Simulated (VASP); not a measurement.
Given:

```xyz
3
Lattice="0.0000 2.7050 2.7050 2.7050 0.0000 2.7050 2.7050 2.7050 0.0000" Properties=species:S:1:pos:R:3 pbc="T T T"
Si     1.3525     1.3525     1.3525
Si     4.0575     4.0575     4.0575
Ni     0.0000     0.0000     0.0000
```

Level of theory: PBE GGA + U (Dudarev), VASP's PBE PAW potentials (set 64) (plane waves; VASP). Settings: 400 eV cut-off, 9×9×9 Γ-centred mesh, first-order Methfessel-Paxton smearing of 0.10 eV, potentials Si Ni, U − J: Ni 1.00 eV.

Give the stress tensor in GPa (positive for a compressed cell).

```
2.45  0.00  0.00
0.00  2.45  0.00
0.00  0.00  2.45
```
The pressure is its mean diagonal, 2.45 GPa.

The compound is NiSi2 in the fluorite structure. The cell was not relaxed at this level. The run is one of a series of settings (LDAU = .TRUE., LDAUJ = 0 0, LDAUL = -1 2, LDAUTYPE = 2, LDAUU = 0 1.0 against the base run), some of them coarse on purpose. The run is not spin-polarised, so no magnetic state was tried.
